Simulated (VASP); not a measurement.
OSZICAR of a VASP run on CdZn3S4 (ordered alloy cell):

### OSZICAR
```
       N       E                     dE             d eps       ncg     rms          rms(c)
DAV:   1     0.543836090477E+03    0.54384E+03   -0.28704E+04  1720   0.159E+03
DAV:   2     0.363012374033E+02   -0.50753E+03   -0.49261E+03  1747   0.396E+02
DAV:   3    -0.284670099115E+02   -0.64768E+02   -0.64147E+02  1898   0.141E+02
DAV:   4    -0.311036556510E+02   -0.26366E+01   -0.26265E+01  2080   0.287E+01
DAV:   5    -0.311472336753E+02   -0.43578E-01   -0.43541E-01  2037   0.387E+00    0.154E+01
DAV:   6    -0.293431912066E+02    0.18040E+01   -0.41523E+00  2439   0.440E+01    0.114E+01
DAV:   7    -0.295096449714E+02   -0.16645E+00   -0.53733E+00  1887   0.108E+01    0.429E+00
DAV:   8    -0.293942309399E+02    0.11541E+00   -0.51004E-01  2148   0.638E+00    0.111E+00
DAV:   9    -0.293889526432E+02    0.52783E-02   -0.91556E-02  2114   0.250E+00    0.313E-01
DAV:  10    -0.293890487818E+02   -0.96139E-04   -0.51142E-03  2151   0.128E+00    0.229E-01
DAV:  11    -0.293891486372E+02   -0.99855E-04   -0.70683E-04  2098   0.671E-01    0.146E-01
DAV:  12    -0.293892496510E+02   -0.10101E-03   -0.30431E-04  2052   0.133E-01    0.324E-02
DAV:  13    -0.293892449437E+02    0.47074E-05   -0.75730E-05  2064   0.274E-01    0.156E-02
DAV:  14    -0.293892477470E+02   -0.28033E-05   -0.14141E-05  1944   0.313E-02    0.100E-02
DAV:  15    -0.293892490096E+02   -0.12626E-05   -0.21324E-06  2184   0.206E-02    0.429E-03
DAV:  16    -0.293892494017E+02   -0.39209E-06   -0.20590E-06  2061   0.275E-02    0.260E-03
DAV:  17    -0.293892494224E+02   -0.20754E-07   -0.40456E-07  1760   0.613E-03
   1 F= -.29389249E+02 E0= -.29389249E+02  d E =0.000000E+00
```

Task: Which electronic solver shows in the log?

Result: It is blocked Davidson (ALGO = Normal, or the opening steps of other solvers). The INCAR had ALGO = Normal.

Task: Can the final energy be trusted as converged?

Result: Self-consistency was reached. It stopped with EDIFF = 1E-7, NELM = 100 (PBEsol GGA, plane waves, VASP's PBE PAW potentials (set 64)).

The structure was generated: CdZn3S4 was put into an ordered model structure (R3m), which need not be its known phase. It was relaxed first.
